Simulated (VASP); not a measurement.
# GW-BSE spectrum of AlN, part 2 of 3

Wanted: the lowest vertical excitons of AlN and its absorption. The cell is of the zinc-blende type, one of the forms listed for this formula. The start is a computed cell from the Materials Project.

VASP 6.6.1, plane waves and PAW; the level of theory is named at each step.

So far. Step 2 (Ground state): The cell has a gap of 3.32 eV on mesh and path and a pressure of +2.4 GPa, which holds the misfit of the given cell and coordinates with this functional, and any error of cutoff, mesh and data sets. Step 3 (Empty bands): WAVECAR now holds 48 bands for 8 electrons. Its independent-particle dielectric tensor has xx, yy, zz = 4.7, 4.7, 4.7 on this mesh, which isn't tested for convergence in mesh or bands and lacks local fields.

**4. G0W0**

This step: G0W0 on PBE; plane waves and PAW (Al_GW, N_GW) (VASP 6.6.1).

One pass of GW corrects the levels to first order, with G and W from the starting orbitals. LWAVE keeps the quasiparticle levels in WAVECAR, and the W files hold the screened interaction for the next step.

Input file INCAR:

```
SYSTEM = AlN
PREC = Accurate
ENCUT = 450
ISMEAR = 0
SIGMA = 0.01
LREAL = .FALSE.
GGA = PE
NBANDS = 48
ALGO = EVGW0
NELMGW = 1
ENCUTGW = 100
NOMEGA = 48
PRECFOCK = Fast
NBANDSGW = 16
LWAVE = .TRUE.
LCHARG = .FALSE.
```

Input file POSCAR:

```
AlN
1.0
    0.0000000000      2.1839935596      2.1839935596
    2.1839935596      0.0000000000      2.1839935596
    2.1839935596      2.1839935596      0.0000000000
Al N
1 1
Direct
    0.0000000000      0.0000000000      0.0000000000
    0.2500000000      0.2500000000      0.2500000000
```

Input file KPOINTS:

```
Automatic mesh
0
Gamma
8 8 8
0 0 0
```

PAW data sets: Al_GW and N_GW (PBE family, release 64).

Command:

```
$ mpirun -np 8 vasp_std
```

The log of the run:

```text
[banner, memory and clock lines left out]
running    8 mpi-ranks, on    1 nodes
 distrk:  each k-point on    8 cores,    1 groups
 distr:  one band on    1 cores,    8 groups

 POSCAR found type information on POSCAR AlN
 POSCAR found :  2 types and       2 ions
 [... a notice as in an earlier step ...]

|                                                                             |
|           W    W    AA    RRRRR   N    N  II  N    N   GGGG   !!!           |
|           W    W   A  A   R    R  NN   N  II  NN   N  G    G  !!!           |
|           W    W  A    A  R    R  N N  N  II  N N  N  G       !!!           |
|           W WW W  AAAAAA  RRRRR   N  N N  II  N  N N  G  GGG   !            |
|           WW  WW  A    A  R   R   N   NN  II  N   NN  G    G                |
|           W    W  A    A  R    R  N    N  II  N    N   GGGG   !!!           |
|                                                                             |
|     The default for ENCUTGWSOFT is different in this version of VASP.       |
|     please manually set ENCUTGWSOFT =100 in the INCAR file.                 |
|                                                                             |

 LDA part: xc-table for (Slater+PW92), standard interpolation
 found WAVECAR, reading the header
 POSCAR, INCAR and KPOINTS ok, starting setup
 FFT: planning ... GRIDC
 FFT: planning ... GRID_SOFT
 FFT: planning ... GRID
 reading WAVECAR
 the WAVECAR file was read successfully
 initial charge from wavefunction
 available memory per node:     93.62 GB, setting MAXMEM to     95863

 The Fermi energy was updated, please check that it is located mid-gap
 values below the HOMO (VB) or above the LUMO (CB) will cause erroneous energies
 E-fermi :   6.6085

 calculate exact exchange contribution
 the WAVEDER file was read successfully
energies w=
    0.000    0.000    0.741    0.000    1.480    0.000    2.212    0.000
    2.937    0.000    3.651    0.000    4.353    0.000    5.042    0.000
    5.719    0.000    6.383    0.000    7.036    0.000    7.678    0.000
    8.310    0.000    8.935    0.000    9.555    0.000   10.171    0.000
   10.786    0.000   11.402    0.000   12.022    0.000   12.649    0.000
   13.287    0.000   13.937    0.000   14.605    0.000   15.295    0.000
   16.010    0.000   16.758    0.000   17.544    0.000   18.375    0.000
   19.261    0.000   20.212    0.000   21.241    0.000   22.362    0.000
   23.596    0.000   24.966    0.000   26.505    0.000   28.251    0.000
   30.257    0.000   32.596    0.000   35.364    0.000   38.702    0.000
   42.811    0.000   48.002    0.000   54.768    0.000   63.952    0.000
   77.113    0.000   97.503    0.000  133.202    0.000  211.428    0.000
 responsefunction array rank=      64
 LDA part: xc-table for (Slater+PW92), standard interpolation

 min. memory requirement per mpi rank    173.6 MB, per node   1389.2 MB

 allocating   6 responsefunctions rank=    64
 shmem allocating  48 responsefunctions rank=    64
 response function shared by NCSHMEM nodes    1
 Doing            6  frequencies on each core in blocks of           48
NQ=   1    0.0000    0.0000    0.0000,
|.........|.........|.........|.........|.........|.........|.........|.........
 performed        224000 updates of chi_q(r,r)
 total number of BLAS operations          6.26 Gflops
NQ=   2    0.1250    0.0000    0.0000,
|.........|.........|.........|.........|.........|.........|.........|.........
 performed        662000 updates of chi_q(r,r)
 total number of BLAS operations         18.05 Gflops
NQ=   3    0.2500    0.0000    0.0000,
|.........|.........|.........|.........|.........|.........|.........|.........
 performed       1100000 updates of chi_q(r,r)
 total number of BLAS operations         25.47 Gflops
NQ=   4    0.3750    0.0000    0.0000,
|.........|.........|.........|.........|.........|.........|.........|.........
 performed       1538000 updates of chi_q(r,r)
 total number of BLAS operations         32.89 Gflops
NQ=   5    0.5000    0.0000    0.0000,
|.........|.........|.........|.........|.........|.........|.........|.........
 performed       1890000 updates of chi_q(r,r)
 total number of BLAS operations         37.40 Gflops
NQ=   6    0.1250    0.1250    0.0000,
|.........|.........|.........|.........|.........|.........|.........|.........
 performed       2315000 updates of chi_q(r,r)
 total number of BLAS operations         47.71 Gflops
NQ=   7    0.2500    0.1250    0.0000,
|.........|.........|.........|.........|.........|.........|.........|.........
 performed       3066000 updates of chi_q(r,r)
 total number of BLAS operations         62.74 Gflops
NQ=   8    0.3750    0.1250    0.0000,
|.........|.........|.........|.........|.........|.........|.........|.........
 performed       3817000 updates of chi_q(r,r)
 total number of BLAS operations         77.18 Gflops
NQ=   9    0.5000    0.1250    0.0000,
|.........|.........|.........|.........|.........|.........|.........|.........
 performed       4568000 updates of chi_q(r,r)
 total number of BLAS operations         89.90 Gflops
NQ=  10   -0.3750    0.1250    0.0000,
|.........|.........|.........|.........|.........|.........|.........|.........
 performed       5319000 updates of chi_q(r,r)
 total number of BLAS operations        102.63 Gflops
NQ=  11   -0.2500    0.1250    0.0000,
|.........|.........|.........|.........|.........|.........|.........|.........
 performed       6070000 updates of chi_q(r,r)
 total number of BLAS operations        116.48 Gflops
NQ=  12   -0.1250    0.1250    0.0000,
|.........|.........|.........|.........|.........|.........|.........|.........
 performed       6674000 updates of chi_q(r,r)
 total number of BLAS operations        130.06 Gflops
NQ=  13    0.2500    0.2500    0.0000,
|.........|.........|.........|.........|.........|.........|.........|.........
 performed       7099000 updates of chi_q(r,r)
 total number of BLAS operations        139.27 Gflops
NQ=  14    0.3750    0.2500    0.0000,
|.........|.........|.........|.........|.........|.........|.........|.........
 performed       7850000 updates of chi_q(r,r)
 total number of BLAS operations        153.13 Gflops
NQ=  15    0.5000    0.2500    0.0000,
|.........|.........|.........|.........|.........|.........|.........|.........
 performed       8601000 updates of chi_q(r,r)
 total number of BLAS operations        165.85 Gflops
NQ=  16   -0.3750    0.2500    0.0000,
|.........|.........|.........|.........|.........|.........|.........|.........
 performed       9352000 updates of chi_q(r,r)
 total number of BLAS operations        179.70 Gflops
NQ=  17   -0.2500    0.2500    0.0000,
|.........|.........|.........|.........|.........|.........|.........|.........
 performed       9956000 updates of chi_q(r,r)
 total number of BLAS operations        191.31 Gflops
NQ=  18    0.3750    0.3750    0.0000,
|.........|.........|.........|.........|.........|.........|.........|.........
 performed      10381000 updates of chi_q(r,r)
 total number of BLAS operations        197.90 Gflops
NQ=  19    0.5000    0.3750    0.0000,
|.........|.........|.........|.........|.........|.........|.........|.........
 performed      11132000 updates of chi_q(r,r)
 total number of BLAS operations        209.55 Gflops
NQ=  20   -0.3750    0.3750    0.0000,
|.........|.........|.........|.........|.........|.........|.........|.........
 performed      11736000 updates of chi_q(r,r)
 total number of BLAS operations        220.68 Gflops
NQ=  21    0.5000    0.5000    0.0000,
|.........|.........|.........|.........|.........|.........|.........|.........
 performed      12046000 updates of chi_q(r,r)
 total number of BLAS operations        224.66 Gflops
NQ=  22    0.3750    0.2500    0.1250,
|.........|.........|.........|.........|.........|.........|.........|.........
 performed      12883000 updates of chi_q(r,r)
 total number of BLAS operations        240.10 Gflops
NQ=  23    0.5000    0.2500    0.1250,
|.........|.........|.........|.........|.........|.........|.........|.........
 performed      13849000 updates of chi_q(r,r)
 total number of BLAS operations        256.46 Gflops
NQ=  24   -0.3750    0.2500    0.1250,
|.........|.........|.........|.........|.........|.........|.........|.........
 performed      14631000 updates of chi_q(r,r)
 total number of BLAS operations        267.50 Gflops
NQ=  25    0.5000    0.3750    0.1250,
|.........|.........|.........|.........|.........|.........|.........|.........
 performed      15468000 updates of chi_q(r,r)
 total number of BLAS operations        282.94 Gflops
NQ=  26   -0.3750    0.3750    0.1250,
|.........|.........|.........|.........|.........|.........|.........|.........
 performed      16434000 updates of chi_q(r,r)
 total number of BLAS operations        300.76 Gflops
NQ=  27   -0.2500    0.3750    0.1250,
|.........|.........|.........|.........|.........|.........|.........|.........
 performed      17216000 updates of chi_q(r,r)
 total number of BLAS operations        314.58 Gflops
NQ=  28   -0.3750    0.5000    0.1250,
|.........|.........|.........|.........|.........|.........|.........|.........
 performed      17821000 updates of chi_q(r,r)
 total number of BLAS operations        324.84 Gflops
NQ=  29   -0.2500    0.5000    0.2500,
|.........|.........|.........|.........|.........|.........|.........|.........
 performed      18240000 updates of chi_q(r,r)
 total number of BLAS operations        331.34 Gflops
 resolving degeneracies of screened two electron integrals

 calculate QP shifts <psi_nk| G(iteration)W_0 |psi_nk>: iteration 1
 writing wavefunctions
 entering main loop
```

Wall time 3.2 min (8 MPI ranks of AMD EPYC 7R43, shared host); peak memory 1.5 GiB.

From OUTCAR (step 4):

```text
The static configuration has the point symmetry T_d .

 Found     29 irreducible k-points:

   k-points           NKPTS =     29   k-points in BZ     NKDIM =    512   number of bands    NBANDS=     48

   NELECT =       8.0000    total number of electrons

 E-fermi :   6.6085

 QP shifts <psi_nk| G(iteration)W_0 |psi_nk>: iteration 1
 for sc-GW calculations column KS-energies equals QP-energies in previous step
 and V_xc(KS)=  KS-energies - (<T + V_ion + V_H > + <T+V_H+V_ion>^1  + <V_x>^1)
 k-point   1 :       0.0000    0.0000    0.0000
  band No.  KS-energies  QP-energies   sigma(KS)   V_xc(KS)     V^pw_x(r,r')   Z            occupation Imag(sigma)
      1     -10.0385     -11.3490     -16.6114     -14.7949     -24.7749       0.7215       2.0000       1.2702
      2       4.9504       4.3391     -17.5447     -16.7601     -20.7452       0.7790       2.0000       0.0772
      3       4.9504       4.3391     -17.5447     -16.7601     -20.7452       0.7790       2.0000       0.0772
      4       4.9504       4.3391     -17.5447     -16.7601     -20.7452       0.7790       2.0000       0.0772
      5       9.1379       9.9834     -11.4657     -12.5063      -7.9259       0.8125       0.0000      -0.0713
      6      17.5011      18.5924      -8.9161     -10.2763      -4.0563       0.8023       0.0000      -0.1355
      7      17.5011      18.5924      -8.9161     -10.2763      -4.0563       0.8023       0.0000      -0.1355
      8      17.5011      18.5924      -8.9161     -10.2763      -4.0563       0.8023       0.0000      -0.1355
    ...

 k-point   2 :       0.1250    0.0000    0.0000
  band No.  KS-energies  QP-energies   sigma(KS)   V_xc(KS)     V^pw_x(r,r')   Z            occupation Imag(sigma)
      1      -9.8117     -11.1093     -16.7024     -14.9107     -24.8331       0.7242       2.0000       1.2393
      2       3.7683       3.0147     -16.5868     -15.6127     -19.8054       0.7736       2.0000       0.0862
      3       4.8714       4.2468     -17.4989     -16.6958     -20.7184       0.7777       2.0000       0.0779
      4       4.8714       4.2468     -17.4989     -16.6958     -20.7184       0.7777       2.0000       0.0779
      5      10.0807      11.0226     -12.0142     -13.1849      -8.4503       0.8046       0.0000      -0.0740
      6      16.9295      18.0290      -9.2681     -10.6410      -4.4404       0.8009       0.0000      -0.1368
      7      17.6736      18.7665      -8.9841     -10.3517      -4.0482       0.7991       0.0000      -0.1488
      8      17.6736      18.7665      -8.9841     -10.3517      -4.0482       0.7991       0.0000      -0.1488
    ...

 k-point   3 :       0.2500    0.0000    0.0000
  band No.  KS-energies  QP-energies   sigma(KS)   V_xc(KS)     V^pw_x(r,r')   Z            occupation Imag(sigma)
      1      -9.1889     -10.4437     -17.0116     -15.2766     -25.0490       0.7233       2.0000       1.1444
      2       1.6872       0.7086     -15.5956     -14.3006     -19.2645       0.7557       2.0000       0.1227
      3       4.6936       4.0394     -17.4085     -16.5660     -20.6694       0.7765       2.0000       0.0794
      4       4.6936       4.0394     -17.4085     -16.5660     -20.6694       0.7765       2.0000       0.0794
      5      11.4002      12.4264     -11.6521     -12.9347      -7.7050       0.8000       0.0000      -0.0867
      6      15.9149      17.0392     -10.2244     -11.6545      -5.3812       0.7861       0.0000      -0.1482
      7      17.2706      18.2777      -8.8558     -10.1112      -3.9336       0.8022       0.0000      -0.1612
      8      17.2706      18.2777      -8.8558     -10.1112      -3.9336       0.8022       0.0000      -0.1612
    ...

[... 7 parts as in an earlier step ...]

[... 5 further parts left out ...]
```

This step gave:

| Property | Result |
| --- | --- |
| quasiparticle gap on the mesh | 4.452 eV |
| smallest direct quasiparticle gap on the mesh | 5.644 eV |
| gap of the starting orbitals on the mesh | 3.316 eV |

GW takes the gap from 3.316 to 4.452 eV. The value holds for 48 bands, ENCUTGW = 100 eV and this mesh, and isn't shown to be converged in them.

(Continued in part 3 of 3.)

[Lines on the potential files, build, host, timing and source positions are cut from VASP's logs without a mark.]

[Logs are printed without paths, hosts, clocks, repeated set-up lines and the standing remarks that a program may print on its own settings, such as how far it seeks lower states.]

[Hosts, paths, dates, database ids (printed as entryN), source tags and the programs' standing remarks are cut or masked in the printed files.]

[Pressures printed for these runs are not shown converged in the cutoff: they can be off by several GPa and have the wrong sign.]
